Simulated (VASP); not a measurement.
# GW on BN (Qingsongite): a test of the settings

How far does the GW correction to the gap of BN (Qingsongite) depend on the settings? The starting structure is a measured crystal structure from the Crystallography Open Database. Cell and atoms stay as given.

Calculated with VASP 6.6.1; GW on LDA orbitals, with plane waves and PAW data sets made for GW.

## (1) The starting structure

It takes space group F-43m (No. 216, cubic). The conventional cell has a = 3.615 Å, b = 3.615 Å, c = 3.615 Å, α = 90.00°, β = 90.00°, γ = 90.00°. Nearest to N lie 4 B at 1.57 Å. B has 4 N at 1.57 Å nearest. Farther neighbours and most contacts between anions are not listed.

## (2) G0W0 (response cutoff 100 eV, 6×6×6 mesh)

It reads the orbitals and their derivatives (WAVECAR and WAVEDER) of a run with the empty bands, which follows a ground-state run; neither is shown.

Input file INCAR:

```
SYSTEM = BN
PREC = Accurate
ENCUT = 450
ISMEAR = 0
SIGMA = 0.01
LREAL = .FALSE.
GGA = CA
NBANDS = 32
ALGO = EVGW0
NELMGW = 1
ENCUTGW = 100
NOMEGA = 40
PRECFOCK = Fast
NBANDSGW = 16
LWAVE = .FALSE.
LCHARG = .FALSE.
```

Input file POSCAR:

```
BN
1.0
    0.0000000000      1.8075000000      1.8075000000
    1.8075000000      0.0000000000      1.8075000000
    1.8075000000      1.8075000000      0.0000000000
N B
1 1
Direct
    0.7500000000      0.7500000000      0.7500000000
    0.0000000000      0.0000000000      0.0000000000
```

Input file KPOINTS:

```
Automatic mesh
0
Gamma
6 6 6
0 0 0
```

PAW data sets: N_GW and B_GW (LDA family, release 64).

On the command line:

```sh
mpirun -np 8 vasp_std
```

What it wrote:

```text
[banner, memory and clock lines left out]
running    8 mpi-ranks, on    1 nodes
 distrk:  each k-point on    8 cores,    1 groups
 distr:  one band on    1 cores,    8 groups

 POSCAR found type information on POSCAR N B
 POSCAR found :  2 types and       2 ions
|                                                                             |
|           W    W    AA    RRRRR   N    N  II  N    N   GGGG   !!!           |
|           W    W   A  A   R    R  NN   N  II  NN   N  G    G  !!!           |
|           W    W  A    A  R    R  N N  N  II  N N  N  G       !!!           |
|           W WW W  AAAAAA  RRRRR   N  N N  II  N  N N  G  GGG   !            |
|           WW  WW  A    A  R   R   N   NN  II  N   NN  G    G                |
|           W    W  A    A  R    R  N    N  II  N    N   GGGG   !!!           |
|                                                                             |
|     For optimal performance we recommend to set                             |
|       NCORE = 2 up to number-of-cores-per-socket                            |
|     NCORE specifies how many cores store one orbital (NPAR=cpu/NCORE).      |
|     This setting can greatly improve the performance of VASP for DFT.       |
|     The default, NCORE=1 might be grossly inefficient on modern             |
|     multi-core architectures or massively parallel machines. Do your        |
|     Unfortunately you need to use the default for GW and RPA                |
|     calculations (for HF NCORE is supported but not extensively tested      |
|     yet).                                                                   |
|                                                                             |

|                                                                             |
|           W    W    AA    RRRRR   N    N  II  N    N   GGGG   !!!           |
|           W    W   A  A   R    R  NN   N  II  NN   N  G    G  !!!           |
|           W    W  A    A  R    R  N N  N  II  N N  N  G       !!!           |
|           W WW W  AAAAAA  RRRRR   N  N N  II  N  N N  G  GGG   !            |
|           WW  WW  A    A  R   R   N   NN  II  N   NN  G    G                |
|           W    W  A    A  R    R  N    N  II  N    N   GGGG   !!!           |
|                                                                             |
|     The default for ENCUTGWSOFT is different in this version of VASP.       |
|     please manually set ENCUTGWSOFT =100 in the INCAR file.                 |
|                                                                             |

 LDA part: xc-table for (Slater(with rela. corr.)+CA(PZ))
 , standard interpolation
 found WAVECAR, reading the header
 POSCAR, INCAR and KPOINTS ok, starting setup
 FFT: planning ... GRIDC
 FFT: planning ... GRID_SOFT
 FFT: planning ... GRID
 reading WAVECAR
 the WAVECAR file was read successfully
 initial charge from wavefunction
 available memory per node:     33.98 GB, setting MAXMEM to     34790

 The Fermi energy was updated, please check that it is located mid-gap
 values below the HOMO (VB) or above the LUMO (CB) will cause erroneous energies
 E-fermi :   9.6433

 calculate exact exchange contribution
 the WAVEDER file was read successfully
energies w=
    0.000    0.000    1.396    0.000    2.783    0.000    4.155    0.000
    5.505    0.000    6.829    0.000    8.125    0.000    9.391    0.000
   10.630    0.000   11.844    0.000   13.036    0.000   14.211    0.000
   15.375    0.000   16.534    0.000   17.693    0.000   18.861    0.000
   20.045    0.000   21.254    0.000   22.497    0.000   23.787    0.000
   25.135    0.000   26.557    0.000   28.070    0.000   29.698    0.000
   31.465    0.000   33.406    0.000   35.564    0.000   37.994    0.000
   40.772    0.000   43.995    0.000   47.805    0.000   52.400    0.000
   58.075    0.000   65.286    0.000   74.772    0.000   87.827    0.000
  106.912    0.000  137.388    0.000  193.537    0.000  330.376    0.000
 responsefunction array rank=      32
 LDA part: xc-table for (Slater(with rela. corr.)+CA(PZ))
 , standard interpolation

 min. memory requirement per mpi rank     50.2 MB, per node    401.5 MB

 allocating   5 responsefunctions rank=    32
 shmem allocating  40 responsefunctions rank=    32
 response function shared by NCSHMEM nodes    1
 Doing            5  frequencies on each core in blocks of           40
NQ=   1    0.0000    0.0000    0.0000,
|.........|.........|.........|.........|.........|.........|.........|.........
 performed         64000 updates of chi_q(r,r)
 total number of BLAS operations          0.38 Gflops
NQ=   2    0.1667    0.0000    0.0000,
|.........|.........|.........|.........|.........|.........|.........|.........
 performed        198000 updates of chi_q(r,r)
 total number of BLAS operations          1.00 Gflops
NQ=   3    0.3333    0.0000    0.0000,
|.........|.........|.........|.........|.........|.........|.........|.........
 performed        332000 updates of chi_q(r,r)
 total number of BLAS operations          1.84 Gflops
NQ=   4    0.5000    0.0000    0.0000,
|.........|.........|.........|.........|.........|.........|.........|.........
 performed        441000 updates of chi_q(r,r)
 total number of BLAS operations          2.27 Gflops
NQ=   5    0.1667    0.1667    0.0000,
|.........|.........|.........|.........|.........|.........|.........|.........
 performed        575000 updates of chi_q(r,r)
 total number of BLAS operations          2.83 Gflops
NQ=   6    0.3333    0.1667    0.0000,
|.........|.........|.........|.........|.........|.........|.........|.........
 performed        797000 updates of chi_q(r,r)
 total number of BLAS operations          3.95 Gflops
NQ=   7    0.5000    0.1667    0.0000,
|.........|.........|.........|.........|.........|.........|.........|.........
 performed       1019000 updates of chi_q(r,r)
 total number of BLAS operations          5.34 Gflops
NQ=   8   -0.3333    0.1667    0.0000,
|.........|.........|.........|.........|.........|.........|.........|.........
 performed       1241000 updates of chi_q(r,r)
 total number of BLAS operations          6.74 Gflops
NQ=   9   -0.1667    0.1667    0.0000,
|.........|.........|.........|.........|.........|.........|.........|.........
 performed       1430000 updates of chi_q(r,r)
 total number of BLAS operations          7.76 Gflops
NQ=  10    0.3333    0.3333    0.0000,
|.........|.........|.........|.........|.........|.........|.........|.........
 performed       1564000 updates of chi_q(r,r)
 total number of BLAS operations          8.55 Gflops
NQ=  11    0.5000    0.3333    0.0000,
|.........|.........|.........|.........|.........|.........|.........|.........
 performed       1786000 updates of chi_q(r,r)
 total number of BLAS operations          9.66 Gflops
NQ=  12   -0.3333    0.3333    0.0000,
|.........|.........|.........|.........|.........|.........|.........|.........
 performed       1975000 updates of chi_q(r,r)
 total number of BLAS operations         10.68 Gflops
NQ=  13    0.5000    0.5000    0.0000,
|.........|.........|.........|.........|.........|.........|.........|.........
 performed       2070000 updates of chi_q(r,r)
 total number of BLAS operations         11.05 Gflops
NQ=  14    0.5000    0.3333    0.1667,
|.........|.........|.........|.........|.........|.........|.........|.........
 performed       2323000 updates of chi_q(r,r)
 total number of BLAS operations         12.76 Gflops
NQ=  15   -0.3333    0.3333    0.1667,
|.........|.........|.........|.........|.........|.........|.........|.........
 performed       2559000 updates of chi_q(r,r)
 total number of BLAS operations         14.46 Gflops
NQ=  16   -0.3333    0.5000    0.1667,
|.........|.........|.........|.........|.........|.........|.........|.........
 performed       2749000 updates of chi_q(r,r)
 total number of BLAS operations         15.66 Gflops
 resolving degeneracies of screened two electron integrals

 calculate QP shifts <psi_nk| G(iteration)W_0 |psi_nk>: iteration 1
 entering main loop
```

Run time: 11 s. Hardware: 8 MPI ranks of Intel Xeon 6975P-C (Granite Rapids), shared host; peak memory 0.87 GiB.

Lines that name or quote the potential files are left out of all logs, and their timing lines are given in words.

OUTCAR, selected parts (step 2):

```text
ion  position               nearest neighbor table
   1  0.750  0.750  0.750-   2 1.57   2 1.57   2 1.57   2 1.57
   2  0.000  0.000  0.000-   1 1.57   1 1.57   1 1.57   1 1.57

  LATTYP: Found a face centered cubic cell.
 ALAT       =     3.6150000000

 Subroutine GETGRP returns: Found 24 space group operations
 (whereof 24 operations were pure point group operations)

The static configuration has the point symmetry T_d .

 Found     16 irreducible k-points:

   k-points           NKPTS =     16   k-points in BZ     NKDIM =    216   number of bands    NBANDS=     32

   dimension x,y,z NGX =    18 NGY =   18 NGZ =   18
   dimension x,y,z NGXF=    36 NGYF=   36 NGZF=   36

   ENCUT  =  450.0 eV  33.07 Ry    5.75 a.u.   4.42  4.42  4.42*2*pi/ulx,y,z

   NELECT =       8.0000    total number of electrons

  energy-cutoff  :      450.00
  volume of cell :       11.81
      direct lattice vectors                 reciprocal lattice vectors
     0.000000000  1.807500000  1.807500000    -0.276625173  0.276625173  0.276625173
     1.807500000  0.000000000  1.807500000     0.276625173 -0.276625173  0.276625173
     1.807500000  1.807500000  0.000000000     0.276625173  0.276625173 -0.276625173

 k-points in reciprocal lattice and weights: Automatic mesh
   0.00000000  0.00000000  0.00000000       0.005
   0.16666667  0.00000000  0.00000000       0.037
   0.33333333  0.00000000  0.00000000       0.037
   0.50000000  0.00000000  0.00000000       0.019
   0.16666667  0.16666667  0.00000000       0.028
   0.33333333  0.16666667  0.00000000       0.111
   0.50000000  0.16666667  0.00000000       0.111
  -0.33333333  0.16666667  0.00000000       0.111
  -0.16666667  0.16666667  0.00000000       0.056
[...]
-0.33333333  0.33333333  0.16666667       0.111
  -0.33333333  0.50000000  0.16666667       0.056

 E-fermi :   9.6433

 QP shifts <psi_nk| G(iteration)W_0 |psi_nk>: iteration 1
 for sc-GW calculations column KS-energies equals QP-energies in previous step
 and V_xc(KS)=  KS-energies - (<T + V_ion + V_H > + <T+V_H+V_ion>^1  + <V_x>^1)
 k-point   1 :       0.0000    0.0000    0.0000
  band No.  KS-energies  QP-energies   sigma(KS)   V_xc(KS)     V^pw_x(r,r')   Z            occupation Imag(sigma)
      1     -12.5991     -14.3767     -17.7198     -15.4303     -26.3577       0.7764       2.0000       1.4934
      2       7.4707       7.2069     -18.7441     -18.4254     -21.8368       0.8277       2.0000       0.1064
      3       7.4707       7.2069     -18.7441     -18.4254     -21.8368       0.8277       2.0000       0.1064
      4       7.4707       7.2069     -18.7441     -18.4254     -21.8368       0.8277       2.0000       0.1064
      5      16.1567      18.0159     -11.9150     -14.1502      -7.0230       0.8318       0.0000      -0.1330
      6      16.1567      18.0159     -11.9150     -14.1502      -7.0230       0.8318       0.0000      -0.1330
      7      16.1567      18.0159     -11.9150     -14.1502      -7.0230       0.8318       0.0000      -0.1330
      8      17.9072      19.3432     -13.7502     -15.5093      -8.3641       0.8163       0.0000      -0.1665
    ...

 k-point   2 :       0.1667    0.0000    0.0000
  band No.  KS-energies  QP-energies   sigma(KS)   V_xc(KS)     V^pw_x(r,r')   Z            occupation Imag(sigma)
      1     -11.9274     -13.6460     -17.7573     -15.5407     -26.2705       0.7754       2.0000       1.3993
      2       4.4770       3.8175     -17.8933     -17.0840     -21.4532       0.8150       2.0000       0.1366
      3       6.8442       6.5113     -18.4659     -18.0621     -21.6249       0.8243       2.0000       0.1105
      4       6.8442       6.5113     -18.4659     -18.0621     -21.6249       0.8243       2.0000       0.1105
      5      16.7524      18.4138     -12.5738     -14.5792      -7.6060       0.8285       0.0000      -0.1403
      6      17.0674      19.0051     -12.1678     -14.5088      -7.1140       0.8277       0.0000      -0.1431
      7      17.0674      19.0051     -12.1678     -14.5088      -7.1140       0.8277       0.0000      -0.1431
      8      19.6984      21.5629     -13.8923     -16.2037      -8.2785       0.8067       0.0000      -0.1900
    ...

 k-point   3 :       0.3333    0.0000    0.0000
  band No.  KS-energies  QP-energies   sigma(KS)   V_xc(KS)     V^pw_x(r,r')   Z            occupation Imag(sigma)
      1     -10.0481     -11.6202     -18.0053     -15.9563     -26.1634       0.7673       2.0000       1.1344
      2      -0.3774      -1.4805     -17.1418     -15.7399     -21.8854       0.7869       2.0000       0.2384
      3       5.9021       5.4592     -18.2349     -17.6948     -21.5841       0.8202       2.0000       0.1201
      4       5.9021       5.4592     -18.2349     -17.6948     -21.5841       0.8202       2.0000       0.1201
      5      17.4056      18.8895     -12.9275     -14.7251      -7.8452       0.8255       0.0000      -0.1477
      6      17.9862      19.9322     -12.1464     -14.5023      -6.9254       0.8260       0.0000      -0.1533
      7      17.9862      19.9322     -12.1464     -14.5023      -6.9254       0.8260       0.0000      -0.1533
      8      21.8380      23.9447     -13.4304     -16.0793      -7.3047       0.7953       0.0000      -0.2410
    ...

 k-point   4 :       0.5000    0.0000    0.0000
  band No.  KS-energies  QP-energies   sigma(KS)   V_xc(KS)     V^pw_x(r,r')   Z            occupation Imag(sigma)
      1      -8.3177      -9.7906     -18.6512     -16.7152     -26.5733       0.7608       2.0000       0.9227
      2      -3.2418      -4.4925     -16.3368     -14.7134     -21.6986       0.7705       2.0000       0.3545
      3       5.5203       5.0352     -18.1844     -17.5917     -21.6275       0.8185       2.0000       0.1245
      4       5.5203       5.0352     -18.1844     -17.5917     -21.6275       0.8185       2.0000       0.1245
      5      17.6784      19.0975     -13.0493     -14.7690      -7.9353       0.8251       0.0000      -0.1496
      6      18.0389      19.9284     -11.9991     -14.2814      -6.8000       0.8279       0.0000      -0.1521
      7      18.0389      19.9284     -11.9991     -14.2814      -6.8000       0.8279       0.0000      -0.1521
      8      22.4920      24.5479     -12.8999     -15.5006      -6.5897       0.7905       0.0000      -0.2627
    ...

[... 4 further parts left out ...]
```

G0W0 (response cutoff 100 eV, 6×6×6 mesh): the quasiparticle gap on this mesh is 5.738 eV, +1.393 eV from the LDA gap on the same points, with 32 bands.

## (3) G0W0 (response cutoff 160 eV, 6×6×6 mesh)

It reads the orbitals and their derivatives (WAVECAR and WAVEDER) of a run with the empty bands, which follows a ground-state run; neither is shown.

Edit INCAR of step 2 so:

```diff
@@ -7,6 +7,6 @@
 GGA = CA
-NBANDS = 32
+NBANDS = 56
 ALGO = EVGW0
 NELMGW = 1
-ENCUTGW = 100
+ENCUTGW = 160
 NOMEGA = 40
```

POSCAR is that of step 2.

KPOINTS is that of step 2.

On the command line:

```sh
mpirun -np 8 vasp_std
```

What it wrote:

```text
[banner, memory and clock lines left out]
running    8 mpi-ranks, on    1 nodes
[...]
[... a notice as in an earlier step ...]

|                                                                             |
|           W    W    AA    RRRRR   N    N  II  N    N   GGGG   !!!           |
|           W    W   A  A   R    R  NN   N  II  NN   N  G    G  !!!           |
|           W    W  A    A  R    R  N N  N  II  N N  N  G       !!!           |
|           W WW W  AAAAAA  RRRRR   N  N N  II  N  N N  G  GGG   !            |
|           WW  WW  A    A  R   R   N   NN  II  N   NN  G    G                |
|           W    W  A    A  R    R  N    N  II  N    N   GGGG   !!!           |
|                                                                             |
|     The default for ENCUTGWSOFT is different in this version of VASP.       |
|     please manually set ENCUTGWSOFT =160 in the INCAR file.                 |
|                                                                             |

[...]
total number of BLAS operations         77.86 Gflops
NQ=  12   -0.3333    0.3333    0.0000,
|.........|.........|.........|.........|.........|.........|.........|.........
 performed       3525000 updates of chi_q(r,r)
 total number of BLAS operations         85.16 Gflops
NQ=  13    0.5000    0.5000    0.0000,
|.........|.........|.........|.........|.........|.........|.........|.........
 performed       3697000 updates of chi_q(r,r)
 total number of BLAS operations         88.33 Gflops
NQ=  14    0.5000    0.3333    0.1667,
|.........|.........|.........|.........|.........|.........|.........|.........
 performed       4145000 updates of chi_q(r,r)
 total number of BLAS operations         99.58 Gflops
NQ=  15   -0.3333    0.3333    0.1667,
|.........|.........|.........|.........|.........|.........|.........|.........
 performed       4564000 updates of chi_q(r,r)
 total number of BLAS operations        110.10 Gflops
NQ=  16   -0.3333    0.5000    0.1667,
|.........|.........|.........|.........|.........|.........|.........|.........
 performed       4902000 updates of chi_q(r,r)
 total number of BLAS operations        118.01 Gflops
 resolving degeneracies of screened two electron integrals

 calculate QP shifts <psi_nk| G(iteration)W_0 |psi_nk>: iteration 1
 entering main loop
[key lines of the parts left out:]
E-fermi :   9.6433
```

The job ended after 15 s (8 MPI ranks; peak memory 0.97 GiB).

OUTCAR, selected parts (step 3):

```text
 QP shifts <psi_nk| G(iteration)W_0 |psi_nk>: iteration 1
 for sc-GW calculations column KS-energies equals QP-energies in previous step
 and V_xc(KS)=  KS-energies - (<T + V_ion + V_H > + <T+V_H+V_ion>^1  + <V_x>^1)
 k-point   1 :       0.0000    0.0000    0.0000
  band No.  KS-energies  QP-energies   sigma(KS)   V_xc(KS)     V^pw_x(r,r')   Z            occupation Imag(sigma)
      1     -12.5991     -14.5946     -17.9993     -15.4303     -26.3577       0.7768       2.0000       1.5092
      2       7.4707       6.8287     -19.2043     -18.4254     -21.8368       0.8243       2.0000       0.1138
      3       7.4707       6.8287     -19.2043     -18.4254     -21.8368       0.8243       2.0000       0.1138
      4       7.4707       6.8287     -19.2043     -18.4254     -21.8368       0.8243       2.0000       0.1138
      5      16.1567      17.7840     -12.1895     -14.1502      -7.0230       0.8300       0.0000      -0.1292
      6      16.1567      17.7840     -12.1895     -14.1502      -7.0230       0.8300       0.0000      -0.1292
      7      16.1567      17.7840     -12.1895     -14.1502      -7.0230       0.8300       0.0000      -0.1292
      8      17.9072      19.1247     -14.0095     -15.5093      -8.3641       0.8118       0.0000      -0.1638
    ...

[... 1 part as in an earlier step ...]

[... 2 further parts left out ...]
[key lines of the parts left out:]
E-fermi :   9.6433
```

G0W0 (response cutoff 160 eV, 6×6×6 mesh): the quasiparticle gap on this mesh is 5.968 eV, +1.623 eV from the LDA gap on the same points, with 56 bands.

(Continued in part 2 of 3.)

[Lines on the potential files, build, host, timing and source positions are cut from VASP's logs without a mark.]

[Logs are printed without paths, hosts, clocks, repeated set-up lines and the standing remarks that a program may print on its own settings, such as how far it seeks lower states.]

[Hosts, paths, dates, database ids (printed as entryN), source tags and the programs' standing remarks are cut or masked in the printed files.]
